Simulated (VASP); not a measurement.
Data:

```
CELL_PARAMETERS angstrom
      2.26938    -3.93069     0.00000
      2.26938     3.93069     0.00000
      0.00000     0.00000     7.03208
ATOMIC_POSITIONS crystal
  Pb 0.00000 0.00000 0.00000
  I  0.33333 0.66667 0.26557
  I  0.66667 0.33333 0.73443
```

Level of theory: PBEsol GGA, VASP's PBE PAW potentials (set 64) (plane waves; VASP 6.6.1). Run with 400 eV cut-off, Gaussian smearing of 0.050 eV, potentials Pb_d I.

Without a dispersion term in the relaxation, distances and binding between the weakly bound layers, chains or molecules are unreliable, and so is what depends on them. Unless said otherwise, spin-orbit coupling is left out, though it shifts the bands of the heavy elements here.

Question: What does the run give for the band gap (along the path) with the smallest direct gap where there is one?

Answer: 
| Item | Value |
|---|---|
| band gap (along the path) | 2.13 eV |
| smallest direct gap (along the path) | 2.13 eV |

The absolute energy has meaning only against runs of the same code, potentials and settings.

The compound is PbI2 in the 1T layered structure. It was relaxed first.
